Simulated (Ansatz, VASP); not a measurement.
# NaVSe3: VASP beside Ansatz

Wanted: the spread between two codes on one cell, functional and k mesh. The cell is generated by rule, not measured, and may not be a known phase. The cell is taken from a series of runs on this material, whose earlier steps may have relaxed, scaled, displaced or heated it; both programs get it as it stands.

Method: plane waves, with VASP 6.6.1 beside it; zone-centre phonons at PBE, in Ansatz 0.2.0.

The structure was built from a prototype and need not be the compound's stable phase.

## (1) Starting point

It takes space group R3m (No. 160, trigonal). The conventional cell has a = 6.904 Å, b = 6.904 Å, c = 8.883 Å, α = 90.00°, β = 90.00°, γ = 120.00°. Na has 12 Se at 3.43 to 3.73 Å and 1 V at 3.56 Å nearest. Nearest to V lie 6 Se at 2.28 to 2.81 Å. Nearest to Se lie 2 V at 2.28 to 2.81 Å and 4 Na at 3.43 to 3.73 Å. Farther neighbours and most contacts between anions are not listed.

As a file:

```xyz
5
Lattice="4.9641 -0.0822 -0.0822 -0.0822 4.9641 0.0822 -0.0822 0.0822 4.9641" Properties=species:S:1:pos:R:3 pbc="T T T"
Na    4.7903    0.0916    0.0916
V     2.7336    2.1483    2.1483
Se    2.2887    2.5932    4.8908
Se    2.2887    4.8908    2.5932
Se   -0.0089    2.5932    2.5932
```

## (2) VASP: zone-centre phonons, PBE

Second derivatives magnify differences that forces hide, and they need a tight electronic threshold.

Lines of VASP's logs that name or quote its potential files are left out, and so is its time.

INCAR reads:

```
SYSTEM = NaVSe3
PREC = Accurate
ENCUT = 500
EDIFF = 1E-08
NELM = 120
ISMEAR = 1
SIGMA = 0.15
LREAL = .FALSE.
ALGO = Normal
GGA = PE
NBANDS = 25
LASPH = .TRUE.
LORBIT = 11
LWAVE = .FALSE.
LCHARG = .FALSE.
ISIF = 2
IBRION = 8
GGA_COMPAT = .FALSE.
KPAR = 2
```

POSCAR reads:

```
NaVSe3
1.0
    4.9641418997     -0.0822209729     -0.0822209729
   -0.0822209729      4.9641418997      0.0822209729
   -0.0822209729      0.0822209729      4.9641418997
Na V Se
1 1 3
Direct
    0.9660985744      0.0339014256      0.0339014256
    0.5650731041      0.4349268959      0.4349268959
    0.4858755394      0.5141244606      0.9847678448
    0.4858755394      0.9847678448      0.5141244606
    0.0152321552      0.5141244606      0.5141244606
```

KPOINTS reads:

```
Automatic mesh
0
Gamma
6 6 6
0 0 0
```

PAW data sets: Na_pv, V_sv and Se (PBE family, release 64).

Command:

```sh
mpirun -np 2 vasp_std
```

Numbers of over 12 decimals in the logs are rounded to 6 here.

Output:

```text
[banner, memory and clock lines left out]
running    2 mpi-ranks, on    1 nodes
 distrk:  each k-point on    1 cores,    2 groups
 distr:  one band on    1 cores,    1 groups

 POSCAR found type information on POSCAR NaV Se
 POSCAR found :  3 types and       5 ions
 LDA part: xc-table for (Slater+PW92), standard interpolation
 POSCAR, INCAR and KPOINTS ok, starting setup
 FFT: planning ... GRIDC
 FFT: planning ... GRID_SOFT
 FFT: planning ... GRID
 WAVECAR not read
 entering main loop
       N       E                     dE             d eps       ncg     rms          rms(c)
DAV:   1     0.348211840400E+03    0.34821E+03   -0.18124E+04  1808   0.145E+03
DAV:   2     0.944822542196E+01   -0.33876E+03   -0.33027E+03  1650   0.382E+02
DAV:   3    -0.267961826600E+02   -0.36244E+02   -0.34845E+02  2007   0.113E+02
DAV:   4    -0.280116333940E+02   -0.12155E+01   -0.12121E+01  1774   0.212E+01
DAV:   5    -0.280318938367E+02   -0.20260E-01   -0.20237E-01  2010   0.307E+00    0.211E+01
DAV:   6    -0.428310052312E+02   -0.14799E+02   -0.21424E+02  1768   0.585E+01    0.435E+01
DAV:   7    -0.241124426099E+02    0.18719E+02   -0.54847E+01  1636   0.732E+01    0.100E+01
DAV:   8    -0.235127237785E+02    0.59972E+00   -0.59561E+00  1623   0.128E+01    0.167E+00
DAV:   9    -0.234815887858E+02    0.31135E-01   -0.15746E-01  1863   0.254E+00    0.950E-01
DAV:  10    -0.234684705542E+02    0.13118E-01   -0.50875E-02  1770   0.118E+00    0.364E-01
DAV:  11    -0.234682993731E+02    0.17118E-03   -0.36611E-03  1816   0.382E-01    0.227E-01
DAV:  12    -0.234681666699E+02    0.13270E-03   -0.25427E-03  1655   0.293E-01    0.135E-01
DAV:  13    -0.234681642076E+02    0.24623E-05   -0.11160E-03  1724   0.195E-01    0.828E-02
DAV:  14    -0.234681724271E+02   -0.82195E-05   -0.12194E-03  1718   0.156E-01    0.873E-02
DAV:  15    -0.234681139074E+02    0.58520E-04   -0.19588E-04  1692   0.723E-02    0.216E-02
DAV:  16    -0.234681104779E+02    0.34295E-05   -0.23603E-05  1817   0.190E-02    0.347E-03
DAV:  17    -0.234681103917E+02    0.86212E-07   -0.86183E-07  1863   0.550E-03    0.329E-03
DAV:  18    -0.234681102934E+02    0.98318E-07   -0.56126E-08  1723   0.128E-03    0.173E-03
DAV:  19    -0.234681102747E+02    0.18631E-07   -0.85361E-08  1587   0.126E-03    0.534E-04
DAV:  20    -0.234681102714E+02    0.33865E-08   -0.26650E-09   809   0.303E-04
   1 F= -.23468110E+02 E0= -.23468595E+02  d E =0.145490E-02
 Linear response reoptimize wavefunctions to high precision
DAV:   1    -0.234681102662E+02    0.51932E-08   -0.26102E-09   859   0.237E-04
DAV:   2    -0.234681102663E+02   -0.11687E-09   -0.23099E-10   806   0.113E-04
DAV:   3    -0.234681102664E+02   -0.65938E-10   -0.42362E-11   806   0.472E-05
 Linear response DOF=           4
 Linear response progress:
  Degree of freedom:   1/  4
       N       E                     dE             d eps       ncg     rms          rms(c)
RMM:   1    -0.158394154751E+00   -0.15839E+00   -0.41277E-01  3634   0.355E+00
RMM:   2    -0.162128023898E+00   -0.37339E-02   -0.26348E-02  5351   0.612E-01    0.203E-02
RMM:   3    -0.162264905896E+00   -0.13688E-03   -0.63282E-04  5114   0.109E-01    0.354E-02
RMM:   4    -0.162267597169E+00   -0.26913E-05   -0.62116E-05  5305   0.427E-02    0.121E-02
RMM:   5    -0.162296302228E+00   -0.28705E-04   -0.10632E-05  6326   0.152E-02    0.269E-03
RMM:   6    -0.162307173245E+00   -0.10871E-04   -0.11633E-06  7072   0.544E-03    0.127E-03
RMM:   7    -0.162314900295E+00   -0.77270E-05   -0.25575E-07  6650   0.272E-03    0.297E-04
RMM:   8    -0.162316066045E+00   -0.11658E-05   -0.61108E-12  7075   0.120E-03    0.155E-04
RMM:   9    -0.162316206663E+00   -0.14062E-06    0.20197E-08  7063   0.620E-04    0.483E-05
RMM:  10    -0.162316385114E+00   -0.17845E-06    0.19777E-08  6820   0.359E-04    0.217E-05
RMM:  11    -0.162316256094E+00    0.12902E-06    0.18151E-08  7124   0.203E-04    0.740E-06
RMM:  12    -0.162316209732E+00    0.46362E-07    0.12010E-08  7197   0.126E-04    0.308E-06
RMM:  13    -0.162316196899E+00    0.12833E-07    0.90194E-09  7074   0.852E-05    0.147E-06
RMM:  14    -0.162316196834E+00    0.65613E-10    0.56490E-09  6889   0.578E-05    0.734E-07
 first order change of Fermi-energy   0.18995E-01
 force on displaced ion       1 direction 1 :  -0.098   0.029   0.029
 Linear response progress:
  Degree of freedom:   2/  4
       N       E                     dE             d eps       ncg     rms          rms(c)
RMM:   1    -0.113860642220E+01   -0.11386E+01   -0.18941E+01  3510   0.610E+01
RMM:   2    -0.101286623606E+01    0.12574E+00   -0.28820E-01  4878   0.394E+00    0.241E-01
RMM:   3    -0.101723497986E+01   -0.43687E-02   -0.29403E-02  6142   0.978E-01    0.283E-01
RMM:   4    -0.101669298746E+01    0.54199E-03   -0.25757E-03  5533   0.337E-01    0.183E-01
RMM:   5    -0.101562877843E+01    0.10642E-02   -0.53467E-04  6434   0.158E-01    0.497E-02
RMM:   6    -0.101517865512E+01    0.45012E-03   -0.12297E-04  7090   0.612E-02    0.116E-02
RMM:   7    -0.101510194195E+01    0.76713E-04   -0.20396E-05  6581   0.223E-02    0.600E-03
RMM:   8    -0.101506730754E+01    0.34634E-04   -0.71131E-06  6591   0.850E-03    0.109E-03
RMM:   9    -0.101508205068E+01   -0.14743E-04   -0.28628E-06  7310   0.318E-03    0.525E-04
RMM:  10    -0.101509279095E+01   -0.10740E-04   -0.15661E-06  6435   0.147E-03    0.121E-04
RMM:  11    -0.101509353498E+01   -0.74403E-06   -0.37316E-07  7181   0.683E-04    0.448E-05
RMM:  12    -0.101509345641E+01    0.78566E-07    0.13364E-08  6947   0.378E-04    0.140E-05
RMM:  13    -0.101509341110E+01    0.45315E-07   -0.34477E-07  7436   0.219E-04    0.609E-06
RMM:  14    -0.101509338449E+01    0.26607E-07   -0.99031E-08  6988   0.143E-04    0.359E-06
RMM:  15    -0.101509343051E+01   -0.46021E-07   -0.11891E-07  7229   0.953E-05    0.160E-06
RMM:  16    -0.101509346056E+01   -0.30043E-07   -0.99879E-08  6596   0.668E-05    0.136E-06
RMM:  17    -0.101509349760E+01   -0.37047E-07   -0.17062E-07  6113   0.500E-05    0.564E-07
RMM:  18    -0.101509349405E+01    0.35497E-08   -0.87573E-08  4551   0.368E-05    0.679E-07
 first order change of Fermi-energy   0.29985E+00
 force on displaced ion       2 direction 1 :  -5.872   0.316   0.316
 Linear response progress:
  Degree of freedom:   3/  4
       N       E                     dE             d eps       ncg     rms          rms(c)
RMM:   1    -0.909670609895E-01   -0.90967E-01    0.35562E-02 12478   0.112E+00
RMM:   2    -0.878696161003E-01    0.30974E-02   -0.64974E-03  9794   0.351E-01    0.652E-02
RMM:   3    -0.881627383647E-01   -0.29312E-03   -0.38899E-04 10596   0.827E-02    0.370E-02
RMM:   4    -0.883497734522E-01   -0.18704E-03   -0.53237E-05  9190   0.428E-02    0.480E-02
RMM:   5    -0.883687895396E-01   -0.19016E-04   -0.22199E-05  8593   0.329E-02    0.172E-02
RMM:   6    -0.884535663007E-01   -0.84777E-04   -0.51281E-06  9525   0.133E-02    0.379E-03
RMM:   7    -0.884492241633E-01    0.43421E-05   -0.58721E-07 10903   0.524E-03    0.119E-03
RMM:   8    -0.884518390943E-01   -0.26149E-05   -0.17059E-07 10909   0.145E-03    0.503E-04
RMM:   9    -0.884514953172E-01    0.34378E-06   -0.69916E-08  9899   0.630E-04    0.122E-04
RMM:  10    -0.884518831359E-01   -0.38782E-06   -0.13261E-08 10903   0.260E-04    0.388E-05
RMM:  11    -0.884519119582E-01   -0.28822E-07    0.36348E-08 11250   0.888E-05    0.163E-05
RMM:  12    -0.884518792804E-01    0.32678E-07   -0.23472E-09 10302   0.407E-05    0.459E-06
RMM:  13    -0.884518681205E-01    0.11160E-07   -0.37308E-08 11576   0.193E-05    0.121E-06
RMM:  14    -0.884518742271E-01   -0.61066E-08   -0.35874E-08 10174   0.114E-05    0.454E-07
 first order change of Fermi-energy   0.61518E-01
 force on displaced ion       3 direction 1 :  -1.106  -0.360  -0.395
 Linear response progress:
  Degree of freedom:   4/  4
       N       E                     dE             d eps       ncg     rms          rms(c)
RMM:   1    -0.974748118782E-01   -0.97475E-01    0.36993E-02  7487   0.163E+00
RMM:   2    -0.910059872504E-01    0.64688E-02   -0.75286E-03  5796   0.428E-01    0.235E-01
RMM:   3    -0.934845577019E-01   -0.24786E-02   -0.38155E-03  5114   0.362E-01    0.615E-01
RMM:   4    -0.911500350987E-01    0.23345E-02   -0.23900E-03  4715   0.298E-01    0.102E-01
RMM:   5    -0.913888089542E-01   -0.23877E-03   -0.28131E-04  6149   0.771E-02    0.369E-02
RMM:   6    -0.915266664022E-01   -0.13786E-03   -0.20591E-05  6394   0.267E-02    0.112E-02
RMM:   7    -0.915501233953E-01   -0.23457E-04   -0.43688E-06  6513   0.106E-02    0.285E-03
RMM:   8    -0.915474751005E-01    0.26483E-05   -0.86969E-07  6409   0.338E-03    0.923E-04
RMM:   9    -0.915537379762E-01   -0.62629E-05   -0.28034E-07  6186   0.143E-03    0.367E-04
RMM:  10    -0.915535556037E-01    0.18237E-06   -0.88348E-08  6526   0.444E-04    0.114E-04
RMM:  11    -0.915535773383E-01   -0.21735E-07   -0.63750E-08  6244   0.213E-04    0.379E-05
RMM:  12    -0.915535926756E-01   -0.15337E-07   -0.13231E-07  6743   0.853E-05    0.136E-05
RMM:  13    -0.915535868185E-01    0.58571E-08   -0.33164E-09  6856   0.345E-05    0.378E-06
 first order change of Fermi-energy   0.44955E+00
 force on displaced ion       3 direction 3 :  -0.418   0.418 -10.597
 Linear response finished
```

(Part 1 of 2 ends here.)

[Lines on the potential files, build, host, timing and source positions are cut from VASP's logs without a mark.]

[Logs are printed without paths, hosts, clocks, repeated set-up lines and the standing remarks that a program may print on its own settings, such as how far it seeks lower states.]

[Hosts, paths, dates, database ids (printed as entryN), source tags and the programs' standing remarks are cut or masked in the printed files.]
